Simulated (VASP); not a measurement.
# RuF2 (Fm-3m) in VASP: notebook, part 2 of 2

VASP 6.6.1. Earlier steps stand in the parts before.

## 6. Single point, PBE+U, collinear spin, antiferromagnetic start

This run uses another cell than the first one, of the same volume but with other edges.

The input, INCAR:

```
SYSTEM = RuF2
PREC = Accurate
ENCUT = 520
EDIFF = 1E-7
ISMEAR = 0
SIGMA = 0.05
LREAL = .False.
LASPH = .True.
NELM = 60
ALGO = Normal
ISIF = 2
LWAVE = .False.
LCHARG = .True.
ISPIN = 2
MAGMOM = 1 -1 0 0 0 0
LORBIT = 11
LMAXMIX = 4
LDAU = .True.
LDAUTYPE = 2
LDAUL = 2 -1
LDAUU = 3 0
LDAUJ = 0 0
LDAUPRINT = 1
GGA = PE
LELF = .True.
LVHAR = .True.
```

The input, KPOINTS:

```
Automatic mesh
0
Gamma
  7 7 7
  0 0 0
```

The input, POSCAR:

```
RuF2
1.0
    4.8174898800      2.4087449400      2.4087449400
    2.4087449400      4.8174898800      2.4087449400
    2.4087449400      2.4087449400      4.8174898800
Ru F
2 4
Direct
    0.0000000000      0.0000000000      0.0000000000
    0.5000000000      0.5000000000      0.5000000000
    0.1250000000      0.1250000000      0.1250000000
    0.6250000000      0.6250000000      0.6250000000
    0.3750000000      0.3750000000      0.3750000000
    0.8750000000      0.8750000000      0.8750000000
```

Potentials or basis: VASP PAW PBE potentials, release 64 (Ru_pv, F).

Command:

```sh
> cat potpaw_PBE.64/Ru_pv/POTCAR potpaw_PBE.64/F/POTCAR > POTCAR
> mpirun -np 1 vasp_std > vasp.out
```

OUTCAR:

```text
SYSTEM = RuF2
   PREC = Accurate
   ENCUT = 520
   EDIFF = 1E-7
   ISMEAR = 0
   LREAL = .False.
   LASPH = .True.
   NELM = 60
   ISIF = 2
   ISPIN = 2
   LORBIT = 11
   GGA = PE

 ion  position               nearest neighbor table
   1  0.000  0.000  0.000-   4 2.09   5 2.09   4 2.09   3 2.09   6 2.09   4 2.09   5 2.09   5 2.09

   2  0.500  0.500  0.500-   3 2.09   6 2.09   3 2.09   4 2.09   5 2.09   3 2.09   6 2.09   6 2.09

   3  0.125  0.125  0.125-   2 2.09   1 2.09   2 2.09   2 2.09
   4  0.625  0.625  0.625-   1 2.09   2 2.09   1 2.09   1 2.09
   5  0.375  0.375  0.375-   1 2.09   1 2.09   1 2.09   2 2.09
   6  0.875  0.875  0.875-   2 2.09   2 2.09   2 2.09   1 2.09

  LATTYP: Found a trigonal (rhomboedric) cell.
 ALAT       =     5.9001960235
 COS(alpha) =     0.8333333333

  Lattice vectors:

 A1 = (   4.8174898800,   2.4087449400,   2.4087449400)
 A2 = (   2.4087449400,   4.8174898800,   2.4087449400)
 A3 = (   2.4087449400,   2.4087449400,   4.8174898800)

Analysis of symmetry for initial positions (statically):
=====================================================================
 Subroutine PRICEL returns following result:

  LATTYP: Found a face centered cubic cell.
 ALAT       =     4.8174898800
[... 12 lines left out ...]
 Subroutine GETGRP returns: Found 12 space group operations
 (whereof 12 operations were pure point group operations)
 out of a pool of 12 trial point group operations.

The static configuration has the point symmetry D_3d.

Analysis of symmetry for dynamics (positions and initial velocities):
=====================================================================
 Subroutine PRICEL returns following result:

  LATTYP: Found a face centered cubic cell.
 ALAT       =     4.8174898800
[... 12 lines left out ...]
 Subroutine GETGRP returns: Found 12 space group operations
 (whereof 12 operations were pure point group operations)
 out of a pool of 12 trial point group operations.

The dynamic configuration has the point symmetry D_3d.

Analysis of structural, dynamic, and magnetic symmetry:
[... 254 lines left out ...]
  energy without entropy =      -22.67325094  energy(sigma->0) =      -22.67520522

 E-fermi :   9.6882     XC(G=0): -12.6442

 val. band max:        9.6855450939   @ k =  -0.4286   0.1429   0.0000
 cond. band min:       9.7109577399   @ k =  -0.2857   0.2857   0.1429
 fundamental gap:      0.0254126460
 Fermi energy:         9.6882069044

 spin component 1

 k-point     1 :       0.0000    0.0000    0.0000
  band No.  band energies     occupation
      1     -33.8516      1.00000
      2     -33.8516      1.00000
      3     -33.7261      1.00000
      4     -32.4562      1.00000
      5     -32.4559      1.00000
      6     -32.1509      1.00000
[... 1721 lines left out ...]
     32      12.6488      0.00000
     33      14.2082      0.00000

 [... further k-points ...]

------------------------ aborting loop because EDIFF is reached ----------------------------------------

  FORCE on cell =-STRESS in cart. coord.  units (eV):
  Direction    XX          YY          ZZ          XY          YZ          ZX
  --------------------------------------------------------------------------------------
  -------------------------------------------------------------------------------------
  Total       25.0123835     25.0123835     25.0123835      3.5618354      3.5618354      3.5618354
  in kB      716.8581432    716.8581432    716.8581432    102.0826619    102.0826619    102.0826619
  external PRESSURE =     716.8581432 kB  Pullay stress =       0.0000000 kB

 VOLUME and BASIS-vectors are now :
 -----------------------------------------------------------------------------
  energy-cutoff  :      520.00
  volume of cell :       55.90
      direct lattice vectors                 reciprocal lattice vectors
     4.817489880  2.408744940  2.408744940     0.311365470 -0.103788490 -0.103788490
     2.408744940  4.817489880  2.408744940    -0.103788490  0.311365470 -0.103788490
     2.408744940  2.408744940  4.817489880    -0.103788490 -0.103788490  0.311365470

 POSITION                                       TOTAL-FORCE (eV/Angst)
 -----------------------------------------------------------------------------------
      0.00000      0.00000      0.00000         0.000000     -0.000000      0.000000
      4.81749      4.81749      4.81749         0.000000     -0.000000      0.000000
      1.20437      1.20437      1.20437         0.552225      0.552225      0.552225
      6.02186      6.02186      6.02186         0.552225      0.552225      0.552225
      3.61312      3.61312      3.61312        -0.552225     -0.552225     -0.552225
      8.43061      8.43061      8.43061        -0.552225     -0.552225     -0.552225
 -----------------------------------------------------------------------------------
    total drift:                                0.000000      0.000000      0.000000

  FREE ENERGIE OF THE ION-ELECTRON SYSTEM (eV)
  ---------------------------------------------------
  free  energy   TOTEN  =       -22.6771594954 eV

  energy  without entropy=      -22.6732509402  energy(sigma->0) =      -22.67520522

 total charge

# of ion       s       p       d       tot
------------------------------------------
    1        0.213   6.192   6.130  12.535
    2        0.213   6.192   6.130  12.535
    3        1.757   4.397   0.000   6.154
    4        1.757   4.397   0.000   6.154
    5        1.757   4.397   0.000   6.154
    6        1.757   4.397   0.000   6.154
--------------------------------------------------
tot          7.452  29.973  12.259  49.684

 magnetization (x)

# of ion       s       p       d       tot
------------------------------------------
    1        0.007   0.011   1.752   1.770
    2       -0.007  -0.011  -1.752  -1.770
    3       -0.008   0.036   0.000   0.029
    4        0.008  -0.036   0.000  -0.029
    5        0.008  -0.036   0.000  -0.029
    6       -0.008   0.036   0.000   0.029
--------------------------------------------------
tot          0.000   0.000   0.000   0.000
```

Run time: 7.7 min. Hardware: 1 thread of Intel Xeon Platinum 8375C at 2.90GHz (Ice Lake), shared host; peak memory 0.46 GiB.

The run converged, but a check on its numbers failed (symmetry, net force, bounds or a known fault of this set-up), so they aren't taken as properties of the crystal.

Caveat: a pressure of tens of GPa on the cell as given is suspect, and the run, the potentials or the cell itself is likely at fault; the result breaks the symmetry of the cell.

## 7. The runs side by side

| spin | U | fixed moment (μB) | gap on the mesh (eV) | pressure (GPa) | moment (μB) |
| --- | --- | --- | --- | --- | --- |
| collinear, random start | Ru d U = 4 eV | - | none | 71.9 | 2.00 |
| collinear, ferromagnetic start | Ru d U = 4 eV | 1 | - | 66.7 | 1.00 |
| collinear, ferromagnetic start | Ru d U = 3 eV | - | none | 71.1 | 2.00 |

Alike in all rows: task single point; level PBE+U; potentials or basis VASP PAW PBE potentials, release 64 (Ru_pv, F); cell as given; k mesh 7 × 7 × 7; cutoff (eV) 520; smearing gaussian 0.05 eV.

Caveats: a pressure of tens of GPa on the cell as given is suspect, and the run, the potentials or the cell itself is likely at fault; the total moment is fixed, so each spin has its own Fermi level (some runs).

Absolute energies hang on the potentials; compare differences alone.
